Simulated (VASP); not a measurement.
Input:

```xyz
2
Lattice="0.0000 2.1969 2.1969 2.1969 0.0000 2.1969 2.1969 2.1969 0.0000" Properties=species:S:1:pos:R:3 pbc="T T T"
Si     0.0000     0.0000     0.0000
C      1.0985     1.0985     1.0985
```

Computed with PBE GGA with D4 dispersion, VASP's PBE PAW potentials (set 64) (plane waves; VASP 6.6.1). Run with 520 eV cut-off, 10×10×10 Γ-centred mesh, Gaussian smearing of 0.050 eV, potentials Si C.

### Question
Give the stress tensor in GPa (positive for a compressed cell).

### Answer

```
-6.04   0.00   0.00
 0.00  -6.04   0.00
 0.00   0.00  -6.04
```
The pressure is its mean diagonal, -6.04 GPa.

The compound is SiC in the zinc blende structure. This cell is one point of a volume scan, at 1.03 of the reference volume.
